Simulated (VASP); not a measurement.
# KCa4 in VASP: notebook

The runs below take KCa4 through single point, with PBEsol.

Everything below comes from runs of VASP 6.6.1. Logs are shortened: lines on timing, memory, paths and dates and some standing lists are left out, and cuts for length are marked.

## Step 1: The slab as given

The cell holds a slab with vacuum, 5 atoms: a = 4.323 Å, b = 4.323 Å, c = 25.485 Å, α = 90.00°, β = 90.00°, γ = 90.00°.

## Step 2: Single point, PBEsol (clean slab, lower half held)

INCAR reads:

```
ALGO     = Fast           # electronic algorithm
DIPOL    = 0.5 0.5 0.499
EDIFF    = 1E-7           # SCF threshold, eV
ENCUT    = 520            # plane-wave cutoff, eV
GGA      = PS             # functional
IDIPOL   = 3            
ISIF     = 2              # what is computed and relaxed
ISMEAR   = 0              # smearing method
LASPH    = True           # aspherical terms in the spheres
LCHARG   = False          # write CHGCAR
LDIPOL   = True         
LREAL    = False          # projectors in reciprocal space
LWAVE    = False          # write WAVECAR
NBANDS   = 28             # bands
NELM     = 100            # most SCF steps
PREC     = Accurate       # precision mode
SIGMA    = 0.1            # smearing width, eV
```

KPOINTS reads:

```
k-points
0
Gamma
  7 7 1
```

POSCAR reads:

```
Ca
1.0
    4.3230136922      0.0000000000      0.0000000000
    0.0000000000      4.3230136922      0.0000000000
    0.0000000000      0.0000000000     23.4845205383
Ca
4
Direct
    0.5000000000      0.5000000000      0.3619405381
    0.0000000000      0.0000000000      0.4539801794
    0.5000000000      0.5000000000      0.5426928010
    0.0000000000      0.0000000000      0.6368703503
```

Potentials or basis: VASP PAW PBE potentials, release 64 (Ca_sv).

Run with:

```bash
cat potpaw_PBE.64/Ca_sv/POTCAR > POTCAR
mpirun -np 1 vasp_std > vasp.out
```

OUTCAR:

```text
EDIFF = 1E-7
   ENCUT = 520
   GGA = PS
   ISIF = 2
   ISMEAR = 0
   LASPH = True
   LREAL = False
   NELM = 100
   PREC = Accurate

 ion  position               nearest neighbor table
   1  0.500  0.500  0.362-
   2  0.000  0.000  0.454-
   3  0.500  0.500  0.543-
   4  0.000  0.000  0.637-

  LATTYP: Found a simple tetragonal cell.
 ALAT       =     4.3230136922
 C/A-ratio  =     5.4324418589

  Lattice vectors:

 A1 = (   4.3230136922,   0.0000000000,   0.0000000000)
 A2 = (   0.0000000000,   4.3230136922,   0.0000000000)
 A3 = (   0.0000000000,   0.0000000000,  23.4845205383)

Analysis of symmetry for initial positions (statically):
=====================================================================
 Subroutine PRICEL returns:
 Original cell was already a primitive cell.

 Routine SETGRP: Setting up the symmetry group for a
 simple tetragonal supercell.

 Subroutine GETGRP returns: Found  8 space group operations
 (whereof  8 operations were pure point group operations)
 out of a pool of 16 trial point group operations.

The static configuration has the point symmetry C_4v.

Analysis of symmetry for dynamics (positions and initial velocities):
=====================================================================
 Subroutine PRICEL returns:
 Original cell was already a primitive cell.

 Routine SETGRP: Setting up the symmetry group for a
 simple tetragonal supercell.

 Subroutine GETGRP returns: Found  8 space group operations
 (whereof  8 operations were pure point group operations)
 out of a pool of 16 trial point group operations.

The dynamic configuration has the point symmetry C_4v.

 Subroutine INISYM returns: Found  8 space group operations
 (whereof  8 operations are pure point group operations),
 and found     1 'primitive' translations

----------------------------------------------------------------------------------------

                                     Primitive cell

  volume of cell :     438.8892

  direct lattice vectors                    reciprocal lattice vectors
     4.323013692  0.000000000  0.000000000     0.231320109  0.000000000  0.000000000
     0.000000000  4.323013692  0.000000000     0.000000000  0.231320109  0.000000000
     0.000000000  0.000000000 23.484520538     0.000000000  0.000000000  0.042581240

  length of vectors
     4.323013692  4.323013692 23.484520538     0.231320109  0.231320109  0.042581240

  position of ions in fractional coordinates (direct lattice)
     0.500000000  0.500000000  0.361940538
     0.000000000  0.000000000  0.453980179
     0.500000000  0.500000000  0.542692801
     0.000000000  0.000000000  0.636870350

  ion indices of the primitive-cell ions
   primitive index   ion index
                 1           1
                 2           2
                 3           3
                 4           4

----------------------------------------------------------------------------------------

 KPOINTS: k-points

Automatic generation of k-mesh.
 Grid dimensions read from file:
 generate k-points for:    7    7    1

 Generating k-lattice:

  Cartesian coordinates                     Fractional coordinates (reciprocal lattice)
     0.033045730  0.000000000  0.000000000     0.142857143  0.000000000  0.000000000
     0.000000000  0.033045730  0.000000000     0.000000000  0.142857143  0.000000000
     0.000000000  0.000000000  0.042581240     0.000000000  0.000000000  1.000000000

  Length of vectors
     0.033045730  0.033045730  0.042581240

  Shift w.r.t. Gamma in fractional coordinates (k-lattice)
     0.000000000  0.000000000  0.000000000

 Subroutine IBZKPT returns following result:
 ===========================================

 Found     10 irreducible k-points:

 Following reciprocal coordinates:
            Coordinates               Weight
  0.000000  0.000000  0.000000      1.000000
  0.142857  0.000000  0.000000      4.000000
  0.285714  0.000000  0.000000      4.000000
  0.428571  0.000000  0.000000      4.000000
  0.142857  0.142857  0.000000      4.000000
  0.285714  0.142857  0.000000      8.000000
  0.428571  0.142857  0.000000      8.000000
  0.285714  0.285714  0.000000      4.000000
  0.428571  0.285714  0.000000      8.000000
  0.428571  0.428571  0.000000      4.000000
   k-points           NKPTS =     10   k-points in BZ     NKDIM =     10   number of bands    NBANDS=     28
   number of dos      NEDOS =    301   number of ions     NIONS =      4
   total plane-waves  NPLWV = 184320
   dimension x,y,z NGX =    32 NGY =   32 NGZ =  180
   dimension x,y,z NGXF=    64 NGYF=   64 NGZF=  360
   ions per type =               4
   NGX,Y,Z   is equivalent  to a cutoff of  12.31, 12.31, 12.74 a.u.
   NGXF,Y,Z  is equivalent  to a cutoff of  24.61, 24.61, 25.48 a.u.
 SYSTEM =  unknown system
   PREC   = accura    normal or accurate (medium, high low for compatibility)
   ISTART =      0    job   : 0-new  1-cont  2-samecut
   ICHARG =      2    charge: 1-file 2-atom 10-const
   ISPIN  =      1    spin polarized calculation?
   LNONCOLLINEAR =      F non collinear calculations
   LSORBIT =      F    spin-orbit coupling
   LASPH  =      T    aspherical Exc in radial PAW
   ENCUT  =  520.0 eV  38.22 Ry    6.18 a.u.   8.04  8.04 43.67*2*pi/ulx,y,z
   NELM   =    100;   NELMIN=  2; NELMDL= -5     # of ELM steps
   EDIFF  = 0.1E-06   stopping-criterion for ELM
   LREAL  =      F    real-space projection
   EDIFFG = 0.1E-05   stopping-criterion for IOM
   NSW    =      0    number of steps for IOM
   IBRION =     -1    ionic relax: 0-MD 1-quasi-New 2-CG
   NFREE  =      0    steps in history (QN), initial steepest desc. (CG)
   ISIF   =      2    stress and relaxation
   ISYM   =      2    0-nonsym 1-usesym 2-fastsym
   POTIM  = 0.5000    time-step for ionic-motion
   TEBEG  =    0.0;   TEEND  =   0.0 temperature during run
   PSTRESS=    0.0 pullay stress
   NELECT =      40.0000    total number of electrons
   NUPDOWN=      -1.0000    fix difference up-down
   EMIN   =  10.00;   EMAX   =-10.00  energy-range for DOS
   EFERMI =   0.00;   METHOD = LEGACY
   ISMEAR =     0;   SIGMA  =   0.10  broadening in eV -4-tet -1-fermi 0-gaus
   EFERMI_NEDOS =   21; number of points for ismear=-14 and -15
   IALGO  =     68    algorithm
   IMIX   =      4    mixing-type and parameters
     AMIX     =   0.40;   BMIX     =  1.00
     AMIX_MAG =   1.60;   BMIX_MAG =  1.00
  volume/ion in A,a.u.               =     109.72       740.44
  Fermi-wavevector in a.u.,A,eV,Ry     =   0.736733  1.392223  7.384900  0.542775
  Thomas-Fermi vector in A             =   1.830243
   LORBIT       =      0    0 simple, 1 ext, 2 COOP (PROOUT), +10 PAW based schemes
   GGA     = PS    functional components
   LHFCALC =     F    Hartree Fock is set to
   AEXX    =    0.0000 exact exchange contribution
   IVDW    =     0    specifies the selected vdW correction
   LEPSILON=     F    determine dielectric tensor
   LRPA    =     F    only Hartree local field effects (RPA)
 non-spin polarized calculation
 RMM-DIIS sequential band-by-band and
 Gauss-broadening in eV      SIGMA  =   0.10
  energy-cutoff  :      520.00
  volume of cell :      438.89
 maximum number of plane-waves:     11894
   NGX = 17   NGY = 17   NGZ = 87

 dipolmoment           0.000000      0.000000      0.008026 electrons x Angstroem

 number of electron      40.0000005 magnetization

 dipolmoment           0.000000      0.000000     -0.000011 electrons x Angstroem

 Free energy of the ion-electron system (eV)
  ---------------------------------------------------
  ext. energy  EPLUGINS =         0.00000000
  ---------------------------------------------------
  free energy    TOTEN  =        -7.28970294 eV

  energy without entropy =       -7.25509259  energy(sigma->0) =       -7.27239776

 E-fermi :  -0.8560     XC(G=0):  -3.7439

 val. band max:       -0.8576778224   @ k =   0.4286   0.0000   0.0000
 cond. band min:      -0.8159950180   @ k =   0.2857   0.2857   0.0000
 fundamental gap:      0.0416828044
 Fermi energy:        -0.8559930996

 k-point     1 :       0.0000    0.0000    0.0000
  band No.  band energies     occupation
      1     -43.4435      2.00000
      2     -43.4060      2.00000
      3     -42.5590      2.00000
      4     -42.5333      2.00000
      5     -24.5206      2.00000
      6     -24.4853      2.00000
[... 20 lines left out ...]
     27       1.1325      0.00000
     28       1.4709      0.00000

 k-point     2 :       0.1429    0.0000    0.0000
  band No.  band energies     occupation
      1     -43.4433      2.00000
      2     -43.4058      2.00000
      3     -42.5581      2.00000
      4     -42.5338      2.00000
      5     -24.5204      2.00000
      6     -24.4851      2.00000
[... 20 lines left out ...]
     27       1.0434      0.00000
     28       1.2037      0.00000

 k-point     3 :       0.2857    0.0000    0.0000
  band No.  band energies     occupation
      1     -43.4428      2.00000
      2     -43.4054      2.00000
      3     -42.5560      2.00000
      4     -42.5351      2.00000
      5     -24.5198      2.00000
      6     -24.4846      2.00000
[... 20 lines left out ...]
     27       0.8436      0.00000
     28       1.1278      0.00000

 k-point     4 :       0.4286    0.0000    0.0000
  band No.  band energies     occupation
      1     -43.4424      2.00000
      2     -43.4050      2.00000
      3     -42.5540      2.00000
      4     -42.5363      2.00000
      5     -24.5193      2.00000
      6     -24.4843      2.00000
[... 144 lines left out ...]
     27       0.4817      0.00000
     28       0.7081      0.00000

 k-point     9 :       0.4286    0.2857    0.0000
  band No.  band energies     occupation
      1     -43.4418      2.00000
      2     -43.4043      2.00000
      3     -42.5531      2.00000
      4     -42.5358      2.00000
      5     -24.5172      2.00000
      6     -24.4820      2.00000
[... 20 lines left out ...]
     27       0.5194      0.00000
     28       0.7075      0.00000

 k-point    10 :       0.4286    0.4286    0.0000
  band No.  band energies     occupation
      1     -43.4414      2.00000
      2     -43.4040      2.00000
      3     -42.5526      2.00000
      4     -42.5355      2.00000
      5     -24.5160      2.00000
      6     -24.4811      2.00000
[... 20 lines left out ...]
     27       0.6076      0.00000
     28       0.6919      0.00000

------------------------ aborting loop because EDIFF is reached ----------------------------------------

 vacuum level on the upper side and lower side of the slab       (xc-potential included)        -0.125        -0.133

  FORCE on cell =-STRESS in cart. coord.  units (eV):
  Direction    XX          YY          ZZ          XY          YZ          ZX
  --------------------------------------------------------------------------------------
  -------------------------------------------------------------------------------------
  Total       -1.4672129     -1.4672129      0.0688845      0.0000000      0.0000000     -0.0000000
  in kB       -5.3561016     -5.3561016      0.2514647      0.0000000      0.0000000     -0.0000000
  external PRESSURE =      -3.4869128 kB  Pullay stress =       0.0000000 kB

 VOLUME and BASIS-vectors are now :
 -----------------------------------------------------------------------------
  energy-cutoff  :      520.00
  volume of cell :      438.89
      direct lattice vectors                 reciprocal lattice vectors
     4.323013692  0.000000000  0.000000000     0.231320109  0.000000000  0.000000000
     0.000000000  4.323013692  0.000000000     0.000000000  0.231320109  0.000000000
     0.000000000  0.000000000 23.484520538     0.000000000  0.000000000  0.042581240

 POSITION                                       TOTAL-FORCE (eV/Angst)
 -----------------------------------------------------------------------------------
      2.16151      2.16151      8.50000        -0.000000     -0.000000     -0.051615
      0.00000      0.00000     10.66151        -0.000000      0.000000      0.051581
      2.16151      2.16151     12.74488         0.000000      0.000000      0.001445
      0.00000      0.00000     14.95659        -0.000000      0.000000     -0.001411
 -----------------------------------------------------------------------------------
    total drift:                                0.000000     -0.000000      0.000622

  FREE ENERGIE OF THE ION-ELECTRON SYSTEM (eV)
  ---------------------------------------------------
  free  energy   TOTEN  =        -7.2897029362 eV

  energy  without entropy=       -7.2550925860  energy(sigma->0) =       -7.27239776

 vacuum level on the upper side and lower side of the slab         1.790         1.787
```

Wall time 3.1 min (1 thread of Intel Xeon 6975P-C (Granite Rapids), shared host); peak memory 0.45 GiB.

What came out:

* Free energy: -7.2897 eV
* Largest force: 0.052 eV/Å
* Band gap on the k mesh: none (metal or under the smearing width)

Forces in eV/Å, atoms in the order of the input:
```
Ca   0.000  0.000 -0.052
Ca   0.000  0.000  0.052
Ca   0.000  0.000  0.001
Ca   0.000  0.000 -0.001
```

Caveat: the PAW data sets were made with another functional, which shifts forces and pressure a little.

(Continued in part 2 of 2.)
